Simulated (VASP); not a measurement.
Computed with vdW-DF-cx, VASP's PBE PAW potentials (set 64) (plane waves; VASP 6.6.1).

VASP input:

**INCAR**
```
# general
SYSTEM  =GaP
PREC    =Accurate
ENCUT   =520
LREAL   =F
LASPH   =T
ICHARG  =11

# electronic loop
EDIFF   =1E-7
NELM    =100
ALGO    =Normal
LMAXMIX =4

# smearing
ISMEAR  =0
SIGMA   =0.05

# functional
GGA     =CX
LUSE_VDW=T
AGGAC   =0.0

# output
LWAVE   =F
LCHARG  =F
LORBIT  =11
```

File KPOINTS:
```
k-points along high-symmetry lines
15
Line-mode
Reciprocal
  0.000000   0.000000   0.000000 ! GAMMA
 -0.500000  -0.500000   0.000000 ! X

 -0.500000  -0.500000   0.000000 ! X
 -0.375000  -0.375000   0.250000 ! U

 -0.375000  -0.000000   0.375000 ! K
  0.000000   0.000000   0.000000 ! GAMMA

  0.000000   0.000000   0.000000 ! GAMMA
 -0.000000   0.000000   0.500000 ! L

 -0.000000   0.000000   0.500000 ! L
 -0.500000  -0.250000   0.250000 ! W

 -0.500000  -0.250000   0.250000 ! W
 -0.500000  -0.500000   0.000000 ! X
```

**POSCAR**
```
GaP
1.0
  0.0000000000   2.7250000000   2.7250000000
  2.7250000000   0.0000000000   2.7250000000
  2.7250000000   2.7250000000   0.0000000000
Ga P
1 1
Cart
  0.0000000000   0.0000000000   0.0000000000
  1.3625000000   1.3625000000   1.3625000000
```

POTCAR, in this order: Ga_d P (PBE.64 set). Program: vasp_std. Read from the step before: CHGCAR.

The resulting files:

File OSZICAR:
```
       N       E                     dE             d eps       ncg     rms          rms(c)
DAV:   1     0.845072543249E+02    0.84507E+02   -0.94374E+03  2396   0.200E+03
DAV:   2     0.327009525585E+01   -0.81237E+02   -0.78133E+02  2490   0.333E+02
DAV:   3    -0.303397252988E+01   -0.63041E+01   -0.60322E+01  2920   0.743E+01
DAV:   4    -0.315554247103E+01   -0.12157E+00   -0.12146E+00  2842   0.108E+01
DAV:   5    -0.315843210204E+01   -0.28896E-02   -0.28893E-02  2977   0.143E+00
DAV:   6    -0.315856733837E+01   -0.13524E-03   -0.13524E-03  3348   0.276E-01
DAV:   7    -0.315856878291E+01   -0.14445E-05   -0.14445E-05  3073   0.240E-02
DAV:   8    -0.315856880197E+01   -0.19068E-07   -0.19090E-07  2387   0.321E-03
   1 F= -.31585688E+01 E0= -.31585688E+01  d E =-.544325E-16
```

**OUTCAR**
```
 val. band max:        4.5844867710   @ k =   0.0000   0.0000   0.0000

 cond. band min:       6.1099008153   @ k =  -0.4286  -0.4286   0.0000



 k-point     1 :       0.0000    0.0000    0.0000
  band No.  band energies     occupation
      1     -10.0162      2.00000
      2     -10.0162      2.00000
      3     -10.0162      2.00000
      4      -9.9168      2.00000
      5      -9.9168      2.00000
      6      -7.9161      2.00000
      7       4.5845      2.00000
      8       4.5845      2.00000
      9       4.5845      2.00000
     10       6.3770      0.00000
     11       8.4301      0.00000
     12       8.4301      0.00000
     13       8.4301      0.00000

 k-point     2 :      -0.0357   -0.0357    0.0000
  band No.  band energies     occupation
      1     -10.0182      2.00000
      2     -10.0154      2.00000
      3     -10.0154      2.00000
      4      -9.9171      2.00000
      5      -9.9165      2.00000
      6      -7.8938      2.00000
      7       4.3697      2.00000
      8       4.5173      2.00000
      9       4.5173      2.00000
     10       6.5833      0.00000
     11       8.3652      0.00000
     12       8.5216      0.00000
     13       8.5216      0.00000

 k-point     3 :      -0.0714   -0.0714    0.0000
  band No.  band energies     occupation
      1     -10.0239      2.00000
      2     -10.0131      2.00000
      3     -10.0131      2.00000
      4      -9.9181      2.00000
      5      -9.9157      2.00000
      6      -7.8271      2.00000
      7       3.8923      2.00000
      8       4.3343      2.00000
      9       4.3343      2.00000
     10       7.0228      0.00000
     11       8.1965      0.00000
     12       8.7776      0.00000
     13       8.7776      0.00000

 k-point     4 :      -0.1071   -0.1071    0.0000
  band No.  band energies     occupation
      1     -10.0327      2.00000
      2     -10.0094      2.00000
      3     -10.0094      2.00000
      4      -9.9198      2.00000
...
```

The density is held fixed in this step, so its total energy and stress have no physical meaning.

The compound is GaP in the zinc blende structure. The cell was not relaxed at this level.
